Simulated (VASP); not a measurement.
# SrMg3 (Pm-3m) in VASP: notebook

Runs on SrMg3. Level: LDA. Tasks: single point.

Program: VASP 6.6.1. These are calculated values, not measurements. Logs are shortened: lines on timing, memory, paths and dates and some standing lists are left out, and cuts for length are marked.

**1. The crystal as given**

The structure is cubic, space group Pm-3m (No. 221). Conventional cell: a = 4.943 Å, b = 4.943 Å, c = 4.943 Å, α = 90.00°, β = 90.00°, γ = 90.00°. Sr (site symmetry m-3m) is surrounded by 12 Mg at 3.49 Å. Mg (site symmetry 4/mmm) is surrounded by 4 Sr at 3.49 Å and 8 Mg at 3.49 Å.

The cell comes from a database or a generator and needn't be the stable form of this composition.

**2. Single point, LDA**

The input, INCAR:

```
SYSTEM = SrMg3
PREC = Accurate
ENCUT = 520
EDIFF = 1E-6
ISMEAR = 1
SIGMA = 0.3
LREAL = .False.
LASPH = .True.
NELM = 100
ALGO = Normal
ISIF = 2
LWAVE = .False.
LCHARG = .True.
LELF = .True.
LVHAR = .True.
NBANDS = 16
```

The input, KPOINTS:

```
Automatic mesh
0
Gamma
  4 4 4
  0.5 0.5 0.5
```

The input, POSCAR:

```
SrMg3
1.0
    4.9425260000      0.0000000000      0.0000000000
    0.0000000000      4.9425260000      0.0000000000
    0.0000000000      0.0000000000      4.9425260000
Sr Mg
1 3
Direct
    0.0000000000      0.0000000000      0.0000000000
    0.5000000000      0.5000000000      0.0000000000
    0.5000000000      0.0000000000      0.5000000000
    0.0000000000      0.5000000000      0.5000000000
```

Potentials or basis: VASP PAW LDA potentials, release 64 (Sr_sv, Mg).

On the command line:

```console
$ cat potpaw_LDA.64/Sr_sv/POTCAR potpaw_LDA.64/Mg/POTCAR > POTCAR
$ mpirun -np 1 vasp_std > vasp.out
```

OUTCAR:

```text
SYSTEM = SrMg3
   PREC = Accurate
   ENCUT = 520
   EDIFF = 1E-6
   ISMEAR = 1
   LREAL = .False.
   LASPH = .True.
   NELM = 100
   ISIF = 2

 ion  position               nearest neighbor table
   1  0.000  0.000  0.000-   2 3.49   3 3.49   4 3.49   3 3.49   4 3.49   2 3.49   4 3.49   4 3.49
                             2 3.49   3 3.49   3 3.49   2 3.49
   2  0.500  0.500  0.000-   1 3.49   3 3.49   4 3.49   3 3.49   4 3.49   1 3.49   3 3.49   3 3.49
                             1 3.49   4 3.49   4 3.49   1 3.49
   3  0.500  0.000  0.500-   1 3.49   2 3.49   4 3.49   1 3.49   2 3.49   2 3.49   4 3.49   2 3.49
                             1 3.49   4 3.49   1 3.49   4 3.49
   4  0.000  0.500  0.500-   1 3.49   2 3.49   3 3.49   1 3.49   2 3.49   1 3.49   3 3.49   1 3.49
                             2 3.49   3 3.49   2 3.49   3 3.49

  LATTYP: Found a simple cubic cell.
 ALAT       =     4.9425260000

  Lattice vectors:

 A1 = (   4.9425260000,   0.0000000000,   0.0000000000)
 A2 = (   0.0000000000,   4.9425260000,   0.0000000000)
 A3 = (   0.0000000000,   0.0000000000,   4.9425260000)

Analysis of symmetry for initial positions (statically):
=====================================================================
 Subroutine PRICEL returns:
 Original cell was already a primitive cell.

 Routine SETGRP: Setting up the symmetry group for a
 simple cubic supercell.

 Subroutine GETGRP returns: Found 48 space group operations
 (whereof 48 operations were pure point group operations)
 out of a pool of 48 trial point group operations.

The static configuration has the point symmetry O_h .

Analysis of symmetry for dynamics (positions and initial velocities):
=====================================================================
 Subroutine PRICEL returns:
 Original cell was already a primitive cell.

 Routine SETGRP: Setting up the symmetry group for a
 simple cubic supercell.

 Subroutine GETGRP returns: Found 48 space group operations
 (whereof 48 operations were pure point group operations)
 out of a pool of 48 trial point group operations.

The dynamic configuration has the point symmetry O_h .

 Subroutine INISYM returns: Found 48 space group operations
 (whereof 48 operations are pure point group operations),
 and found     1 'primitive' translations

----------------------------------------------------------------------------------------

                                     Primitive cell

  volume of cell :     120.7388

  direct lattice vectors                    reciprocal lattice vectors
     4.942526000  0.000000000  0.000000000     0.202325693  0.000000000  0.000000000
     0.000000000  4.942526000  0.000000000     0.000000000  0.202325693  0.000000000
     0.000000000  0.000000000  4.942526000     0.000000000  0.000000000  0.202325693

  length of vectors
     4.942526000  4.942526000  4.942526000     0.202325693  0.202325693  0.202325693

  position of ions in fractional coordinates (direct lattice)
     0.000000000  0.000000000  0.000000000
     0.500000000  0.500000000  0.000000000
     0.500000000  0.000000000  0.500000000
     0.000000000  0.500000000  0.500000000

  ion indices of the primitive-cell ions
   primitive index   ion index
                 1           1
                 2           2
                 3           3
                 4           4

----------------------------------------------------------------------------------------

 KPOINTS: Automatic mesh

Automatic generation of k-mesh.
 Grid dimensions read from file:
 generate k-points for:    4    4    4

 Generating k-lattice:

  Cartesian coordinates                     Fractional coordinates (reciprocal lattice)
     0.050581423  0.000000000  0.000000000     0.250000000  0.000000000  0.000000000
     0.000000000  0.050581423  0.000000000     0.000000000  0.250000000  0.000000000
     0.000000000  0.000000000  0.050581423     0.000000000  0.000000000  0.250000000

  Length of vectors
     0.050581423  0.050581423  0.050581423

  Shift w.r.t. Gamma in fractional coordinates (k-lattice)
     0.500000000  0.500000000  0.500000000

 Subroutine IBZKPT returns following result:
 ===========================================

 Found      4 irreducible k-points:

 Following reciprocal coordinates:
            Coordinates               Weight
  0.125000  0.125000  0.125000      8.000000
  0.375000  0.125000  0.125000     24.000000
  0.375000  0.375000  0.125000     24.000000
  0.375000  0.375000  0.375000      8.000000
   k-points           NKPTS =      4   k-points in BZ     NKDIM =      4   number of bands    NBANDS=     16
   number of dos      NEDOS =    301   number of ions     NIONS =      4
   total plane-waves  NPLWV =  64000
   dimension x,y,z NGX =    40 NGY =   40 NGZ =   40
   dimension x,y,z NGXF=    80 NGYF=   80 NGZF=   80
   ions per type =               1   3
   NGX,Y,Z   is equivalent  to a cutoff of  13.45, 13.45, 13.45 a.u.
   NGXF,Y,Z  is equivalent  to a cutoff of  26.91, 26.91, 26.91 a.u.
 SYSTEM =  SrMg3
   PREC   = accura    normal or accurate (medium, high low for compatibility)
   ISTART =      0    job   : 0-new  1-cont  2-samecut
   ICHARG =      2    charge: 1-file 2-atom 10-const
   ISPIN  =      1    spin polarized calculation?
   LNONCOLLINEAR =      F non collinear calculations
   LSORBIT =      F    spin-orbit coupling
   LASPH  =      T    aspherical Exc in radial PAW
   ENCUT  =  520.0 eV  38.22 Ry    6.18 a.u.   9.19  9.19  9.19*2*pi/ulx,y,z
   NELM   =    100;   NELMIN=  2; NELMDL= -5     # of ELM steps
   EDIFF  = 0.1E-05   stopping-criterion for ELM
   LREAL  =      F    real-space projection
   EDIFFG = 0.1E-04   stopping-criterion for IOM
   NSW    =      0    number of steps for IOM
   IBRION =     -1    ionic relax: 0-MD 1-quasi-New 2-CG
   NFREE  =      0    steps in history (QN), initial steepest desc. (CG)
   ISIF   =      2    stress and relaxation
   ISYM   =      2    0-nonsym 1-usesym 2-fastsym
   POTIM  = 0.5000    time-step for ionic-motion
   TEBEG  =    0.0;   TEEND  =   0.0 temperature during run
   PSTRESS=    0.0 pullay stress
   NELECT =      16.0000    total number of electrons
   NUPDOWN=      -1.0000    fix difference up-down
   EMIN   =  10.00;   EMAX   =-10.00  energy-range for DOS
   EFERMI =   0.00;   METHOD = LEGACY
   ISMEAR =     1;   SIGMA  =   0.30  broadening in eV -4-tet -1-fermi 0-gaus
   EFERMI_NEDOS =   21; number of points for ismear=-14 and -15
   IALGO  =     38    algorithm
   IMIX   =      4    mixing-type and parameters
     AMIX     =   0.40;   BMIX     =  1.00
     AMIX_MAG =   1.60;   BMIX_MAG =  1.00
  volume/ion in A,a.u.               =      30.18       203.70
  Fermi-wavevector in a.u.,A,eV,Ry     =   0.834640  1.577241  9.478144  0.696624
  Thomas-Fermi vector in A             =   1.948065
   LORBIT       =      0    0 simple, 1 ext, 2 COOP (PROOUT), +10 PAW based schemes
   GGA     = CA    functional components
   LHFCALC =     F    Hartree Fock is set to
   AEXX    =    0.0000 exact exchange contribution
   IVDW    =     0    specifies the selected vdW correction
   LEPSILON=     F    determine dielectric tensor
   LRPA    =     F    only Hartree local field effects (RPA)
 non-spin polarized calculation
 Methfessel and Paxton  Order N= 1 SIGMA  =   0.30
  energy-cutoff  :      520.00
  volume of cell :      120.74
 maximum number of plane-waves:      3262
 NGX is ok and might be reduce to    40
   NGX = 19   NGY = 19   NGZ = 19

 number of electron      16.0000001 magnetization

 Free energy of the ion-electron system (eV)
  ---------------------------------------------------
  ext. energy  EPLUGINS =         0.00000000
  ---------------------------------------------------
  free energy    TOTEN  =        -7.23530539 eV

  energy without entropy =       -7.23356631  energy(sigma->0) =       -7.23472570

 E-fermi :   1.7870     XC(G=0):  -8.3200

 val. band max:        1.7801379066   @ k =   0.3750   0.1250   0.1250
 cond. band min:       2.1108511402   @ k =   0.3750   0.3750   0.3750
 fundamental gap:      0.3307132336
 Fermi energy:         1.7869809600

 k-point     1 :       0.1250    0.1250    0.1250
  band No.  band energies     occupation
      1     -33.6276      2.00000
      2     -15.7828      2.00000
      3     -15.7820      2.00000
      4     -15.7820      2.00000
      5      -3.3866      2.00000
      6       0.7431      2.00001
[... 8 lines left out ...]
     15       6.4474     -0.00000
     16       6.4474     -0.00000

 k-point     2 :       0.3750    0.1250    0.1250
  band No.  band energies     occupation
      1     -33.6271      2.00000
      2     -15.8056      2.00000
      3     -15.7805      2.00000
      4     -15.7800      2.00000
      5      -2.5783      2.00000
      6      -1.0340      2.00000
[... 8 lines left out ...]
     15       5.4677     -0.00000
     16       6.6414     -0.00000

 k-point     3 :       0.3750    0.3750    0.1250
  band No.  band energies     occupation
      1     -33.6266      2.00000
      2     -15.8028      2.00000
      3     -15.8023      2.00000
      4     -15.7782      2.00000
      5      -1.8634      2.00000
      6      -0.4035      2.00000
[... 8 lines left out ...]
     15       6.3892     -0.00000
     16       6.5682     -0.00000

 k-point     4 :       0.3750    0.3750    0.3750
  band No.  band energies     occupation
      1     -33.6261      2.00000
      2     -15.8001      2.00000
      3     -15.7994      2.00000
      4     -15.7994      2.00000
      5      -1.2122      2.00000
      6      -0.0306      2.00000
[... 8 lines left out ...]
     15       7.3455     -0.00000
     16       7.3468     -0.00000

------------------------ aborting loop because EDIFF is reached ----------------------------------------

  FORCE on cell =-STRESS in cart. coord.  units (eV):
  Direction    XX          YY          ZZ          XY          YZ          ZX
  --------------------------------------------------------------------------------------
  -------------------------------------------------------------------------------------
  Total       -1.3461289     -1.3461289     -1.3461289      0.0000000     -0.0000000     -0.0000000
  in kB      -17.8628326    -17.8628326    -17.8628326      0.0000000     -0.0000000     -0.0000000
  external PRESSURE =     -17.8628326 kB  Pullay stress =       0.0000000 kB

 VOLUME and BASIS-vectors are now :
 -----------------------------------------------------------------------------
  energy-cutoff  :      520.00
  volume of cell :      120.74
      direct lattice vectors                 reciprocal lattice vectors
     4.942526000  0.000000000  0.000000000     0.202325693  0.000000000  0.000000000
     0.000000000  4.942526000  0.000000000     0.000000000  0.202325693  0.000000000
     0.000000000  0.000000000  4.942526000     0.000000000  0.000000000  0.202325693

 POSITION                                       TOTAL-FORCE (eV/Angst)
 -----------------------------------------------------------------------------------
      0.00000      0.00000      0.00000         0.000000      0.000000      0.000000
      2.47126      2.47126      0.00000         0.000000      0.000000      0.000000
      2.47126      0.00000      2.47126         0.000000      0.000000      0.000000
      0.00000      2.47126      2.47126         0.000000      0.000000      0.000000
 -----------------------------------------------------------------------------------
    total drift:                               -0.000000      0.000000      0.000000

  FREE ENERGIE OF THE ION-ELECTRON SYSTEM (eV)
  ---------------------------------------------------
  free  energy   TOTEN  =        -7.2353053912 eV

  energy  without entropy=       -7.2335663116  energy(sigma->0) =       -7.23472570
```

Wall time 5.3 s (1 thread of Intel Xeon 6975P-C (Granite Rapids), shared host); peak memory 0.19 GiB.

Results:

| Item | Value |
| --- | --- |
| Free energy | -7.2353 eV |
| Pressure | -1.8 GPa |
| Band gap on the k mesh | none (metal or under the smearing width) |

Levels at points of the mesh, in eV from the Fermi level:
```csv
k point,band 6,band 7,band 8,band 9,band 10,band 11
"(0.12, 0.12, 0.12)",-1.04,-1.04,-0.32,1.21,1.21,2.38
```

**3. Single point, LDA**

The input, INCAR:

```
ALGO = Normal ; EDIFF = 1E-6
ENCUT = 520 ; GGA = CA
ISIF = 2 ; ISMEAR = 1
LASPH = T ; LCHARG = T
LELF = T ; LREAL = F
LVHAR = T ; LWAVE = F
NBANDS = 16 ; NELM = 100
PREC = Accurate ; SIGMA = 0.1
```

KPOINTS is that of step 2.

POSCAR is that of step 2.

Potentials or basis: VASP PAW LDA potentials, release 64 (Sr_sv, Mg).

On the command line:

```console
$ cat potpaw_LDA.64/Sr_sv/POTCAR potpaw_LDA.64/Mg/POTCAR > POTCAR
$ mpirun -np 1 vasp_std > vasp.out
```

OUTCAR:

```text
EDIFF = 1E-6
   ENCUT = 520
   GGA = CA
   ISIF = 2
   ISMEAR = 1
   LASPH = T
   LREAL = F
   NELM = 100
   PREC = Accurate

 ion  position               nearest neighbor table
   1  0.000  0.000  0.000-   2 3.49   3 3.49   4 3.49   3 3.49   4 3.49   2 3.49   4 3.49   4 3.49
                             2 3.49   3 3.49   3 3.49   2 3.49
   2  0.500  0.500  0.000-   1 3.49   3 3.49   4 3.49   3 3.49   4 3.49   1 3.49   3 3.49   3 3.49
                             1 3.49   4 3.49   4 3.49   1 3.49
   3  0.500  0.000  0.500-   1 3.49   2 3.49   4 3.49   1 3.49   2 3.49   2 3.49   4 3.49   2 3.49
                             1 3.49   4 3.49   1 3.49   4 3.49
   4  0.000  0.500  0.500-   1 3.49   2 3.49   3 3.49   1 3.49   2 3.49   1 3.49   3 3.49   1 3.49
                             2 3.49   3 3.49   2 3.49   3 3.49

  LATTYP: Found a simple cubic cell.
 ALAT       =     4.9425260000

  Lattice vectors:

 A1 = (   4.9425260000,   0.0000000000,   0.0000000000)
 A2 = (   0.0000000000,   4.9425260000,   0.0000000000)
 A3 = (   0.0000000000,   0.0000000000,   4.9425260000)

[... 160 lines left out ...]

 val. band max:        1.6825707115   @ k =   0.3750   0.3750   0.3750
 cond. band min:       1.7785521308   @ k =   0.3750   0.1250   0.1250
 fundamental gap:      0.0959814192
 Fermi energy:         1.7598538655

 k-point     1 :       0.1250    0.1250    0.1250
  band No.  band energies     occupation
      1     -33.6111      2.00000
      2     -15.7669      2.00000
      3     -15.7661      2.00000
      4     -15.7661      2.00000
      5      -3.3890      2.00000
      6       0.7456      2.00000
[... 53 lines left out ...]
      3     -15.7835      2.00000
      4     -15.7835      2.00000
      5      -1.2171      2.00000
      6      -0.0317      2.00000
[... 8 lines left out ...]
     15       7.3513      0.00000
     16       7.3530      0.00000

------------------------ aborting loop because EDIFF is reached ----------------------------------------

  FORCE on cell =-STRESS in cart. coord.  units (eV):
  Direction    XX          YY          ZZ          XY          YZ          ZX
  --------------------------------------------------------------------------------------
  -------------------------------------------------------------------------------------
  Total       -1.3033472     -1.3033472     -1.3033472      0.0000000      0.0000000     -0.0000000
  in kB      -17.2951297    -17.2951297    -17.2951297      0.0000000      0.0000000     -0.0000000
  external PRESSURE =     -17.2951297 kB  Pullay stress =       0.0000000 kB

 VOLUME and BASIS-vectors are now :
 -----------------------------------------------------------------------------
  energy-cutoff  :      520.00
  volume of cell :      120.74
      direct lattice vectors                 reciprocal lattice vectors
     4.942526000  0.000000000  0.000000000     0.202325693  0.000000000  0.000000000
     0.000000000  4.942526000  0.000000000     0.000000000  0.202325693  0.000000000
     0.000000000  0.000000000  4.942526000     0.000000000  0.000000000  0.202325693

 POSITION                                       TOTAL-FORCE (eV/Angst)
 -----------------------------------------------------------------------------------
      0.00000      0.00000      0.00000         0.000000      0.000000      0.000000
      2.47126      2.47126      0.00000         0.000000      0.000000      0.000000
      2.47126      0.00000      2.47126         0.000000      0.000000      0.000000
      0.00000      2.47126      2.47126         0.000000      0.000000      0.000000
 -----------------------------------------------------------------------------------
    total drift:                               -0.000000     -0.000000      0.000000

  FREE ENERGIE OF THE ION-ELECTRON SYSTEM (eV)
  ---------------------------------------------------
  free  energy   TOTEN  =        -7.2208891054 eV

  energy  without entropy=       -7.2121533329  energy(sigma->0) =       -7.21797718
```

OSZICAR:

```text
N       E                     dE             d eps       ncg     rms          rms(c)
DAV:   1     0.480395804622E+02    0.48040E+02   -0.59112E+03   128   0.794E+02
DAV:   2    -0.450380618879E+01   -0.52543E+02   -0.49996E+02   168   0.151E+02
DAV:   3    -0.731767866162E+01   -0.28139E+01   -0.27812E+01   224   0.270E+01
DAV:   4    -0.736639631863E+01   -0.48718E-01   -0.48707E-01   160   0.327E+00
DAV:   5    -0.736719032102E+01   -0.79400E-03   -0.79399E-03   192   0.361E-01    0.218E+01
DAV:   6    -0.725168722176E+01    0.11550E+00   -0.10550E-01   160   0.175E+00    0.109E+01
DAV:   7    -0.722288984987E+01    0.28797E-01   -0.10552E-01   184   0.171E+00    0.880E-01
DAV:   8    -0.722080072245E+01    0.20891E-02   -0.13170E-02   152   0.637E-01    0.209E-01
DAV:   9    -0.722088191927E+01   -0.81197E-04   -0.83557E-04   208   0.143E-01    0.542E-02
DAV:  10    -0.722089417455E+01   -0.12255E-04   -0.39819E-05   160   0.380E-02    0.278E-02
DAV:  11    -0.722088911575E+01    0.50588E-05   -0.13818E-05   232   0.169E-02    0.566E-03
DAV:  12    -0.722088910541E+01    0.10337E-07   -0.48863E-07    96   0.423E-03
   1 F= -.72208891E+01 E0= -.72179772E+01  d E =-.873577E-02
```

Run time: 5.4 s. Hardware: 1 thread of Intel Xeon 6975P-C (Granite Rapids), shared host; peak memory 0.19 GiB.

Results:

- Free energy: -7.2209 eV
- Pressure: -1.7 GPa
- Band gap on the k mesh: none (metal or under the smearing width)
